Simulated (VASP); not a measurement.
## Be2Sb: single point with PBE0

Be2Sb:

```
CELL_PARAMETERS angstrom
0.00000 2.74481 2.74481
2.74481 0.00000 2.74481
2.74481 2.74481 0.00000
ATOMIC_POSITIONS crystal
Be 0.25000 0.25000 0.25000
Be 0.75000 0.75000 0.75000
Sb 0.00000 0.00000 0.00000
```

The cell was built by a generator and needn't be a form met in nature.

```
Program                            : VASP 6.6.1
Task                               : single point
Functional                         : PBE0
Potentials or basis                : VASP PAW PBE potentials, release 64 (Be, Sb)
Cutoff                             : 520 eV
k mesh                             : 3 × 3 × 3
Occupations                        : fermi-dirac, width 0.0102 eV
Spin                               : no spin polarisation
Dipole correction                  : no
Exchange at q = 0                  : truncated
Grid for exact exchange (PRECFOCK) : Normal
Further INCAR settings             : ALGO = Normal; EDIFF = 1e-07; NBANDS = 12
```

```json
{
  "Pressure": "23.8 GPa",
  "Band gap on the k mesh": "none (metal or under the smearing width)"
}
```

Levels at points of the mesh, in eV from the Fermi level:
| k point | band 2 | band 3 | band 4 | band 5 | band 6 | band 7 |
| --- | --- | --- | --- | --- | --- | --- |
| (0.00, 0.00, 0.00) | -1.21 | -1.21 | -1.21 | 0.55 | 0.55 | 0.55 |

Run time: 83 s on 1 thread of Intel(R) Xeon(R) Platinum 8488C (Sapphire Rapids), with other jobs on the host, peak memory 0.18 GiB.

Caveat: the k mesh is coarse (spacing up to 0.66 Å⁻¹), so the values aren't converged, least of all with exact exchange; so large a pressure means that the cell lies far from this level's equilibrium, or that cutoff or potentials fall short; the potentials were made for another functional, which shifts forces and pressure. Spin-orbit coupling is left out, which matters for the levels of Sb.
